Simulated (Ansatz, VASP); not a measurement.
# PbF2 (Fluorocronite): VASP beside Ansatz, part 3 of 3

Aim: how closely do two programs agree when they are given the same cell, functional and k mesh? The cell is taken from a series of VASP runs on this material, whose earlier steps may have relaxed, scaled or displaced it; both programs get it as it stands. Valence electrons are named where the data sets of a main pair hold unlike numbers.

VASP 6.6.1 and Ansatz 0.2.0.

So far. Step 2 (VASP: band structure, PBE): The run ends at a pressure of 1.13 GPa. Step 6 (VASP: band structure, r2SCAN): The run ends at a pressure of -1.70 GPa.

## (11) Ansatz: band structure, r2SCAN, spin-orbit coupling

Level of this step: Ansatz beside VASP: Kohn-Sham DFT, plane waves, r2SCAN, spin-orbit coupling (Ansatz).

The same cell, functional, mesh and smearing now go to Ansatz, which takes its cutoff from its data sets.

The cell is taken from a series of VASP runs on this material, whose earlier steps may have relaxed, scaled or displaced it; both programs get it as it stands.

input.yaml reads:

```yaml
crystal:
  lattice:
    - [0.0, 2.9653, 2.9653]
    - [2.9653, 0.0, 2.9653]
    - [2.9653, 2.9653, 0.0]
  atoms:
    - { symbol: Pb, position: [0.0, 0.0, 0.0] }
    - { symbol: F, position: [0.75, 0.75, 0.75] }
    - { symbol: F, position: [0.25, 0.25, 0.25] }
hamiltonian:
  xc: r2scan
  pseudopotentials: { kind: paw_fr }
magnetization:
  noncollinear: true
  spin_orbit: true
kpoints:
  mp_grid: { grid: [6, 6, 6] }
  band_path:
    path:
      - [0.0, 0.0, 0.0]
      - [0.16667, 0.0, 0.16667]
      - [0.33333, 0.0, 0.33333]
      - [0.5, 0.0, 0.5]
      - [0.5, 0.08333, 0.58333]
      - [0.5, 0.19444, 0.69444]
      - [0.5, 0.25, 0.75]
      - [0.45833, 0.29167, 0.75]
      - [0.40278, 0.34722, 0.75]
      - [0.375, 0.375, 0.75]
      - [0.20833, 0.20833, 0.41667]
      - [0.08333, 0.08333, 0.16667]
      - [0.0, 0.0, 0.0]
      - [0.22222, 0.22222, 0.22222]
      - [0.38889, 0.38889, 0.38889]
      - [0.51389, 0.47222, 0.51389]
      - [0.55556, 0.38889, 0.55556]
      - [0.61111, 0.27778, 0.61111]
      - [0.61111, 0.25, 0.63889]
      - [0.56944, 0.25, 0.68056]
      - [0.51389, 0.25, 0.73611]
      - [0.5, 0.27778, 0.72222]
      - [0.5, 0.38889, 0.61111]
      - [0.5, 0.47222, 0.52778]
      - [0.48611, 0.48611, 0.52778]
      - [0.43056, 0.43056, 0.63889]
      - [0.38889, 0.38889, 0.72222]
      - [0.59722, 0.19444, 0.59722]
      - [0.55556, 0.11111, 0.55556]
      - [0.5, 0.0, 0.5]
    npoints: 1
scf:
  occupations: { method: gaussian, width: 0.03 }
  n_extra_bands: 14
output:
  forces: true
  stress: true
  eigenvalues: true
```

Run with:

```
> ansatz run input.yaml --threads 2 --pin off --max-ram 4608MiB --backend cpu --events-out ev --progress --plain --runs-dir out
```

Numbers of over 12 decimals in the logs are rounded to 6 here.

Log:

```text
[...]
non-collinear run that drives no moment, with spin-orbit: no starting moment large enough to seed its density (crystal.atoms[].spin), no starting occupations that ask for one, no magnetisation constraint and no magnetic field, so the semilocal B_xc is pinned to zero
Crystal: 3 atoms, lattice volume = 52.148 Å³
[...]
k-point 1: bands = [... 24 lower, 2.4283, 2.4283, 3.1484, 3.1484, 10.0084, 10.0084, 11.9690, 11.9690, ... 10 higher]
  k-point 2: bands = [... 24 lower, 2.3175, 2.3175, 4.1261, 4.1261, 9.7090, 9.7090, 11.8940, 11.8940, ... 10 higher]
  k-point 15: bands = [... 24 lower, 2.9056, 2.9056, 4.5796, 4.5796, 9.7857, 9.7857, 11.9296, 11.9296, ... 10 higher]
[key lines of the parts left out:]
SCF converged after 7 iterations
Magnetization: |M| = 0.0000 μB,  M = (+0.0000, +0.0000, +0.0000) μB
Free energy (F): -13508.404291 eV
Fermi energy:    6.858974 eV
P = ⅓ Tr σ = -0.4824 GPa (-4.824 kbar)
```

The job ended after 30 s (2 threads of Arm Neoverse N1, shared host; peak memory 0.6 GiB).

## (12) Comparison

What differs besides the data sets and the points named for the pairs above, as far as they apply: spin-orbit coupling enters by fully relativistic files in Ansatz and inside the spheres in VASP. Total energies have different zeros and are not compared.

Compared:

| quantity | Ansatz | VASP | difference |
| --- | --- | --- | --- |
| pressure (GPa) | -0.48 | -1.70 | +1.22 |
| pressure without Ansatz's Pulay correction (GPa) | -0.56 | -1.70 | +1.13 |
| gap over the path points (eV) | 4.523 | 4.647 | -0.124 |

Levels at points of the path, from each program's valence-band top (eV; 8 filled, then empty):

| k (reciprocal lattice) | Ansatz | VASP |
| --- | --- | --- |
| 0.000 0.000 0.000 | -2.67 -2.67 -2.29 -2.29 -2.13 -2.13 -2.13 -2.13 5.50 5.50 7.97 7.97 7.97 7.97 | -2.64 -2.64 -2.24 -2.24 -2.10 -2.10 -2.10 -2.10 5.75 5.75 7.97 7.97 7.97 7.97 |
| 0.167 0.000 0.167 | -2.46 -2.46 -2.08 -2.08 -2.00 -2.00 -1.52 -1.52 5.28 5.28 7.31 7.31 8.27 8.27 | -2.43 -2.43 -2.04 -2.04 -1.97 -1.97 -1.50 -1.50 5.48 5.48 7.35 7.35 8.27 8.27 |
| 0.333 0.000 0.333 | -2.01 -2.01 -1.88 -1.88 -1.82 -1.82 -0.56 -0.56 4.67 4.67 7.51 7.51 8.80 8.80 | -1.98 -1.98 -1.84 -1.84 -1.78 -1.78 -0.56 -0.56 4.80 4.80 7.62 7.62 8.81 8.81 |
| 0.500 0.000 0.500 | -1.79 -1.79 -1.76 -1.76 -1.74 -1.74 -0.14 -0.14 4.52 4.52 7.80 7.80 9.03 9.03 | -1.76 -1.76 -1.73 -1.73 -1.70 -1.70 -0.14 -0.14 4.65 4.65 7.91 7.91 9.04 9.04 |
| 0.500 0.083 0.583 | -1.94 -1.94 -1.79 -1.79 -1.73 -1.73 -0.10 -0.10 4.72 4.72 7.65 7.65 8.61 8.61 | -1.90 -1.90 -1.76 -1.76 -1.70 -1.70 -0.10 -0.10 4.85 4.85 7.75 7.75 8.62 8.62 |
| 0.500 0.194 0.694 | -2.52 -2.52 -1.82 -1.82 -1.70 -1.70 -0.02 -0.02 5.32 5.32 7.20 7.20 8.07 8.07 | -2.49 -2.49 -1.79 -1.79 -1.67 -1.67 -0.02 -0.02 5.49 5.49 7.23 7.23 8.09 8.09 |
| 0.500 0.250 0.750 | -2.81 -2.81 -1.83 -1.83 -1.70 -1.70 0.00 0.00 5.47 5.47 7.07 7.07 8.00 8.00 | -2.79 -2.79 -1.79 -1.79 -1.67 -1.67 0.00 0.00 5.67 5.67 7.08 7.08 8.02 8.02 |
| 0.458 0.292 0.750 | -2.60 -2.60 -1.83 -1.83 -1.72 -1.72 -0.01 -0.01 5.40 5.40 7.09 7.09 8.11 8.11 | -2.57 -2.57 -1.80 -1.80 -1.69 -1.69 -0.01 -0.01 5.58 5.58 7.11 7.11 8.14 8.14 |
| 0.403 0.347 0.750 | -2.31 -2.31 -1.89 -1.89 -1.77 -1.77 -0.03 -0.03 5.24 5.24 7.11 7.11 8.46 8.46 | -2.28 -2.28 -1.86 -1.86 -1.73 -1.73 -0.03 -0.03 5.40 5.40 7.14 7.14 8.50 8.50 |
| 0.375 0.375 0.750 | -2.26 -2.26 -1.91 -1.91 -1.77 -1.77 -0.04 -0.04 5.21 5.21 7.11 7.11 8.53 8.53 | -2.23 -2.23 -1.88 -1.88 -1.74 -1.74 -0.04 -0.04 5.38 5.38 7.14 7.14 8.57 8.57 |

Among the levels compared at these points, filled levels agree within 42 meV and empty ones within 249 meV. Ansatz's pressure holds a Pulay correction of 0.08 GPa; VASP's holds none.

## (13) What the set-up changes

Further runs change the set-up of one program: Ansatz's method, potentials or start, or VASP's data sets, cutoff or form of LDA. The table gives Ansatz less VASP for each quantity, since a change that brings one quantity closer may part another.

| run | pressure (GPa) | gap over the path points (eV) | pressure without Ansatz's Pulay correction (GPa) |
| --- | --- | --- | --- |
| as above | 1.2 | -0.12 | 1.1 |
| cores kept as stored | 1.2 | -0.12 | 1.2 |
| norm-conserving potentials (cutoff 1250 eV) | 1.1 | -0.11 |  |

## (14) What came out

```json
{
 "difference in pressure (band structure, PBE)": "1.4 GPa",
 "difference in pressure (band structure, r2SCAN)": "1.3 GPa",
 "difference in pressure (band structure, r2SCAN, spin-orbit coupling)": "1.2 GPa",
 "largest difference of a filled level at the path points (band structure, r2SCAN, spin-orbit coupling)": "42 meV",
 "difference in gap over the path points (band structure, r2SCAN, spin-orbit coupling)": "-0.12 eV"
}
```

**Reading.** The difference in gap over the path points is -0.12 eV (band structure, r2SCAN, spin-orbit coupling), beyond the 0.08 eV picked in this series as the mark of a large difference. Band structure, PBE, Ansatz's all-electron LAPW method: the difference in gap over the path points goes from -2.0e-4 to -0.0064 eV. Band structure, PBE, Ansatz's larger PAW set (cutoff 1300 eV): the difference in gap over the path points goes from -2.0e-4 to 0.0026 eV. Band structure, PBE, norm-conserving potentials (cutoff 1320 eV): the difference in gap over the path points goes from -2.0e-4 to -1.0e-4 eV. Band structure, r2SCAN, Ansatz's all-electron LAPW method: the difference in gap over the path points goes from -0.0023 to -0.0012 eV. Band structure, r2SCAN, Ansatz's larger PAW set (cutoff 1300 eV): the difference in gap over the path points goes from -0.0023 to 0.0064 eV. 19 further runs of this series are not shown here. How closely two codes agree says nothing of how well the functional describes the real material.

[Lines on the potential files, build, host, timing and source positions are cut from VASP's logs without a mark.]

[Logs are printed without paths, hosts, clocks, repeated set-up lines and the standing remarks that a program may print on its own settings, such as how far it seeks lower states.]

[Hosts, paths, dates, database ids (printed as entryN), source tags and the programs' standing remarks are cut or masked in the printed files.]
